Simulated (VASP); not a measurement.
Level of theory: r2SCAN meta-GGA, VASP's PBE PAW potentials (set 64) (plane waves; VASP).

A VASP calculation is set up with these files.

File POSCAR:
```
Te
1.0
 -3.2486616516   3.2486616516   1.5324916390
  3.2486616516  -3.2486616516   1.5324916390
  3.2486616516   3.2486616516  -1.5324916390
Te
2
Direct
  0.7500000000   0.2500000000   0.5000000000
  0.0000000000   0.0000000000   0.0000000000
```

KPOINTS:
```
Automatic
0
gamma
  12 12 12
```

INCAR:
```
SYSTEM = Te
PREC = Accurate
ENCUT = 400
EDIFF = 1E-6
NELM = 100
ALGO = Normal
LREAL = .FALSE.
LASPH = .TRUE.
ISMEAR = 1
SIGMA = 0.1
METAGGA = R2SCAN
LMIXTAU = .TRUE.
LMAXMIX = 4
LWAVE = .FALSE.
LCHARG = .FALSE.
IBRION = 2
ISIF = 3
NSW = 60
EDIFFG = -0.01
```

POTCAR, in this order: Te (PBE.64 set). Program: vasp_std.

What VASP printed:

File OUTCAR:
```
 ion  position               nearest neighbor table
   1  0.750  0.250  0.500-   2 3.34   2 3.34   2 3.34   2 3.34
   2  0.000  0.000  0.000-   1 3.34   1 3.34   1 3.34   1 3.34
  LATTYP: Found a body centered tetragonal cell.
 ALAT       =     6.4973233032
 C/A-ratio  =     0.4717301472
 Subroutine PRICEL returns:
 Original cell was already a primitive cell.
 Subroutine GETGRP returns: Found 16 space group operations
The static configuration has the point symmetry D_2d.
 The point group associated with its full space group is D_4h.
The dynamic configuration has the point symmetry D_2d.
 Subroutine INISYM returns: Found 16 space group operations
 Subroutine IBZKPT returns following result:
 Found    163 irreducible k-points:

 Following reciprocal coordinates:
            Coordinates               Weight
  0.000000  0.000000  0.000000      1.000000
  0.083333  0.000000 -0.000000      8.000000
  0.166667 -0.000000  0.000000      8.000000
  0.250000  0.000000 -0.000000      8.000000
  0.333333 -0.000000  0.000000      8.000000
  0.416667  0.000000  0.000000      8.000000
  0.500000  0.000000 -0.000000      4.000000
  0.083333  0.083333  0.000000      8.000000
  0.166667  0.083333 -0.000000     16.000000
  0.250000  0.083333  0.000000     16.000000
  0.333333  0.083333  0.000000     16.000000
  0.416667  0.083333 -0.000000     16.000000
  0.500000  0.083333 -0.000000     16.000000
 -0.416667  0.083333 -0.000000     16.000000
 -0.333333  0.083333  0.000000     16.000000
 -0.250000  0.083333  0.000000     16.000000
 -0.166667  0.083333  0.000000     16.000000
 -0.083333  0.083333  0.000000      4.000000
  0.166667  0.166667  0.000000      8.000000
  0.250000  0.166667 -0.000000     16.000000
  0.333333  0.166667 -0.000000     16.000000
  0.416667  0.166667  0.000000     16.000000
...
```

File OSZICAR:
```
       N       E                     dE             d eps       ncg     rms          rms(c)
DAV:   1    -0.100233561664E+02   -0.10023E+02   -0.39402E+03  3260   0.772E+02
DAV:   2    -0.506455037068E+02   -0.40622E+02   -0.39438E+02  5050   0.122E+02
DAV:   3    -0.523458862800E+02   -0.17004E+01   -0.16832E+01  3862   0.279E+01
DAV:   4    -0.523648844638E+02   -0.18998E-01   -0.18969E-01  3772   0.376E+00
DAV:   5    -0.523651906247E+02   -0.30616E-03   -0.30614E-03  3734   0.489E-01    0.777E+00
DAV:   6    -0.499598236495E+02    0.24054E+01   -0.16923E-01  3330   0.378E+00    0.605E+00
DAV:   7    -0.496658617715E+02    0.29396E+00   -0.69272E-01  3320   0.597E+00    0.618E+00
DAV:   8    -0.501790982850E+02   -0.51324E+00   -0.63267E-01  3304   0.592E+00    0.109E+00
DAV:   9    -0.502631851001E+02   -0.84087E-01   -0.47750E-02  3458   0.194E+00    0.205E-01
DAV:  10    -0.502721568619E+02   -0.89718E-02   -0.35451E-03  3592   0.568E-01    0.326E-01
DAV:  11    -0.502723144949E+02   -0.15763E-03   -0.12776E-04  3668   0.823E-02    0.328E-01
DAV:  12    -0.502650091099E+02    0.73054E-02   -0.61186E-03  3326   0.756E-01    0.474E-01
DAV:  13    -0.502732621674E+02   -0.82531E-02   -0.49038E-03  3318   0.677E-01    0.132E-01
DAV:  14    -0.502734252565E+02   -0.16309E-03   -0.19139E-04  3726   0.136E-01    0.125E-01
DAV:  15    -0.502733925196E+02    0.32737E-04   -0.14457E-05  3600   0.386E-02    0.885E-02
DAV:  16    -0.502734219049E+02   -0.29385E-04   -0.72892E-05  3332   0.808E-02    0.289E-02
DAV:  17    -0.502734365711E+02   -0.14666E-04   -0.46376E-06  3440   0.198E-02    0.307E-02
DAV:  18    -0.502734358533E+02    0.71776E-06   -0.11653E-07  1808   0.340E-03
   1 F= -.50273436E+02 E0= -.50273718E+02  d E =-.502734E+02
       N       E                     dE             d eps       ncg     rms          rms(c)
DAV:   1    -0.502868859091E+02   -0.13449E-01   -0.53255E-01  3486   0.427E+00    0.410E-01
DAV:   2    -0.502817535240E+02    0.51324E-02   -0.17695E-02  3534   0.955E-01    0.208E-01
DAV:   3    -0.502799148558E+02    0.18387E-02   -0.70259E-03  3514   0.550E-01    0.706E-02
DAV:   4    -0.502800762890E+02   -0.16143E-03   -0.29122E-04  3592   0.146E-01    0.516E-02
DAV:   5    -0.502799185077E+02    0.15778E-03   -0.14412E-04  3444   0.122E-01    0.132E-02
DAV:   6    -0.502801050046E+02   -0.18650E-03   -0.81632E-05  3412   0.910E-02    0.678E-03
DAV:   7    -0.502801146951E+02   -0.96905E-05   -0.92954E-06  3420   0.305E-02    0.309E-03
DAV:   8    -0.502801144684E+02    0.22674E-06   -0.95773E-07  2002   0.929E-03
   2 F= -.50280114E+02 E0= -.50280226E+02  d E =-.667862E-02
       N       E                     dE             d eps       ncg     rms          rms(c)
DAV:   1    -0.502845829470E+02   -0.44683E-02   -0.23220E-01  3496   0.282E+00    0.252E-01
DAV:   2    -0.502826032135E+02    0.19797E-02   -0.75777E-03  3548   0.625E-01    0.135E-01
DAV:   3    -0.502818963637E+02    0.70685E-03   -0.28380E-03  3502   0.350E-01    0.480E-02
DAV:   4    -0.502819726464E+02   -0.76283E-04   -0.11724E-04  3622   0.911E-02    0.355E-02
DAV:   5    -0.502818939280E+02    0.78718E-04   -0.54631E-05  3470   0.762E-02    0.870E-03
DAV:   6    -0.502819815663E+02   -0.87638E-04   -0.44623E-05  3408   0.664E-02    0.458E-03
DAV:   7    -0.502819866791E+02   -0.51128E-05   -0.60488E-06  3396   0.243E-02    0.237E-03
DAV:   8    -0.502819866222E+02    0.56901E-07   -0.11433E-06  1910   0.998E-03
   3 F= -.50281987E+02 E0= -.50281995E+02  d E =-.855077E-02
       N       E                     dE             d eps       ncg     rms          rms(c)
DAV:   1    -0.502901249461E+02   -0.81383E-02   -0.91724E-01  3530   0.560E+00    0.495E-01
DAV:   2    -0.502821379887E+02    0.79870E-02   -0.30473E-02  3536   0.124E+00    0.268E-01
DAV:   3    -0.502792133660E+02    0.29246E-02   -0.12667E-02  3508   0.738E-01    0.853E-02
DAV:   4    -0.502796031576E+02   -0.38979E-03   -0.44564E-04  3624   0.177E-01    0.723E-02
DAV:   5    -0.502793531583E+02    0.25000E-03   -0.12417E-04  3520   0.115E-01    0.128E-02
DAV:   6    -0.502796202188E+02   -0.26706E-03   -0.11282E-04  3458   0.108E-01    0.110E-02
DAV:   7    -0.502796341524E+02   -0.13934E-04   -0.21505E-05  3448   0.463E-02    0.828E-03
DAV:   8    -0.502796360961E+02   -0.19438E-05   -0.50494E-06  3490   0.209E-02    0.231E-03
DAV:   9    -0.502796376859E+02   -0.15898E-05   -0.16679E-06  2672   0.125E-02    0.834E-04
DAV:  10    -0.502796378722E+02   -0.18628E-06   -0.36180E-07  1732   0.520E-03
   4 F= -.50279638E+02 E0= -.50279710E+02  d E =-.620202E-02
       N       E                     dE             d eps       ncg     rms          rms(c)
DAV:   1    -0.502883016477E+02   -0.86640E-02   -0.52706E-01  3560   0.424E+00    0.386E-01
DAV:   2    -0.502835929535E+02    0.47087E-02   -0.18130E-02  3516   0.963E-01    0.212E-01
DAV:   3    -0.502821132299E+02    0.14797E-02   -0.63736E-03  3522   0.528E-01    0.651E-02
DAV:   4    -0.502822470858E+02   -0.13386E-03   -0.27578E-04  3630   0.139E-01    0.566E-02
DAV:   5    -0.502821882498E+02    0.58836E-04   -0.78527E-05  3452   0.907E-02    0.591E-03
DAV:   6    -0.502822627891E+02   -0.74539E-04   -0.61131E-05  3394   0.772E-02    0.498E-03
DAV:   7    -0.502822730401E+02   -0.10251E-04   -0.83831E-06  3416   0.288E-02    0.271E-03
DAV:   8    -0.502822723316E+02    0.70853E-06   -0.16073E-06  2498   0.119E-02
   5 F= -.50282272E+02 E0= -.50282328E+02  d E =-.883648E-02
       N       E                     dE             d eps       ncg     rms          rms(c)
DAV:   1    -0.502830138225E+02   -0.74078E-03   -0.33628E-02  3364   0.101E+00    0.190E-01
DAV:   2    -0.502825704011E+02    0.44342E-03   -0.94359E-04  3426   0.245E-01    0.101E-01
DAV:   3    -0.502822969777E+02    0.27342E-03   -0.63118E-04  3390   0.156E-01    0.911E-02
DAV:   4    -0.502823060013E+02   -0.90237E-05   -0.14872E-05  5016   0.333E-02    0.848E-02
DAV:   5    -0.502823060291E+02   -0.27831E-07   -0.38729E-07  2006   0.772E-03
   6 F= -.50282306E+02 E0= -.50282364E+02  d E =-.336976E-04
       N       E                     dE             d eps       ncg     rms          rms(c)
DAV:   1    -0.502826133281E+02   -0.30733E-03   -0.78299E-03  3370   0.484E-01    0.865E-02
DAV:   2    -0.502825171889E+02    0.96139E-04   -0.21181E-04  3434   0.114E-01    0.463E-02
DAV:   3    -0.502824534774E+02    0.63712E-04   -0.14383E-04  3420   0.721E-02    0.455E-02
DAV:   4    -0.502824542220E+02   -0.74463E-06   -0.30595E-06  3676   0.162E-02
   7 F= -.50282454E+02 E0= -.50282511E+02  d E =-.181890E-03
```

File OUTCAR:
```
------------------------ aborting loop because EDIFF is reached ----------------------------------------
  FORCE on cell =-STRESS in cart. coord.  units (eV):
  Direction    XX          YY          ZZ          XY          YZ          ZX
  --------------------------------------------------------------------------------------
  Total        0.0004064      0.0004064     -0.0033748      0.0000000      0.0000000      0.0000000
  in kB        0.0101815      0.0101815     -0.0845539      0.0000000      0.0000000      0.0000000
  external PRESSURE =      -0.0213970 kB  Pullay stress =       0.0000000 kB
  volume of cell :       63.95
      direct lattice vectors                 reciprocal lattice vectors
    -3.196074639  3.196074639  1.565069611     0.000000000  0.156441903  0.319474608
     3.196074639 -3.196074639  1.565069611     0.156441903  0.000000000  0.319474608
     3.196074639  3.196074639 -1.565069611     0.156441903  0.156441903  0.000000000
 POSITION                                       TOTAL-FORCE (eV/Angst)
 -----------------------------------------------------------------------------------
      0.00000      3.19607      0.78253        -0.000000      0.000000     -0.000000
     -0.00000      0.00000      0.00000         0.000000     -0.000000      0.000000
 -----------------------------------------------------------------------------------
    total drift:                                0.000000     -0.000000     -0.000000
  FREE ENERGIE OF THE ION-ELECTRON SYSTEM (eV)
  ---------------------------------------------------
  free  energy   TOTEN  =       -50.2824542220 eV

  energy  without entropy=      -50.2826240645  energy(sigma->0) =      -50.28251084

 reached required accuracy - stopping structural energy minimisation
```
(Selected blocks of OUTCAR.)

File CONTCAR:
```
Te
   1.00000000000000
    -3.1960746390299901    3.1960746390299901    1.5650696110629558
     3.1960746390299901   -3.1960746390299901    1.5650696110629558
     3.1960746390299901    3.1960746390299901   -1.5650696110629558
  Te
     2
Direct
     0.7500000000000000    0.2500000000000000    0.5000000000000000
     0.0000000000000000    0.0000000000000000    0.0000000000000000
```

File OUTCAR:
```
 val. band max:        6.6334868513   @ k =  -0.0833   0.0833   0.0833

 cond. band min:       6.6426615723   @ k =   0.2500   0.0000  -0.0000


 Fermi energy:         6.6387063999

 k-point     1 :       0.0000    0.0000    0.0000
  band No.  band energies     occupation
      1      -7.6610      2.00000
      2      -4.1561      2.00000
      3       1.9739      2.00000
      4       1.9739      2.00000
      5       7.5067     -0.00000
      6       7.5067     -0.00000
      7       9.0484      0.00000
      8       9.6237      0.00000
      9       9.6840      0.00000
     10      13.1551      0.00000

 k-point     2 :       0.0833    0.0000   -0.0000
  band No.  band energies     occupation
      1      -7.5387      2.00000
      2      -4.1119      2.00000
      3       2.0280      2.00000
      4       2.1644      2.00000
      5       7.2978     -0.00000
      6       7.5709     -0.00000
      7       8.7127      0.00000
      8       8.7429      0.00000
      9       9.2376      0.00000
     10      13.3030      0.00000

 k-point     3 :       0.1667   -0.0000    0.0000
  band No.  band energies     occupation
      1      -7.1763      2.00000
      2      -3.9755      2.00000
      3       2.1904      2.00000
      4       2.7064      2.00000
      5       6.4618      2.03128
      6       6.9292     -0.00032
      7       7.2372     -0.00000
      8       7.7214     -0.00000
      9       9.7926      0.00000
     10      13.6061      0.00000

 k-point     4 :       0.2500    0.0000   -0.0000
  band No.  band energies     occupation
      1      -6.5916      2.00000
      2      -3.7479      2.00000
      3       2.4557      2.00000
      4       3.4597      2.00000
      5       4.5797      2.00000
      6       5.1957      2.00000
      7       6.6427      0.93311
      8       7.8157     -0.00000
      9      10.6647      0.00000
     10      12.8265      0.00000

 k-point     5 :       0.3333   -0.0000    0.0000
...
```

Unless said otherwise, spin-orbit coupling is left out, though it shifts the bands of the heavy elements here.

The structure was generated: Te was put into the beta-Sn type (I4_1/amd), which need not be its known phase. This run relaxes it. Symmetry was kept, so distortions that lower it aren't found. The start is the result of an earlier pass.
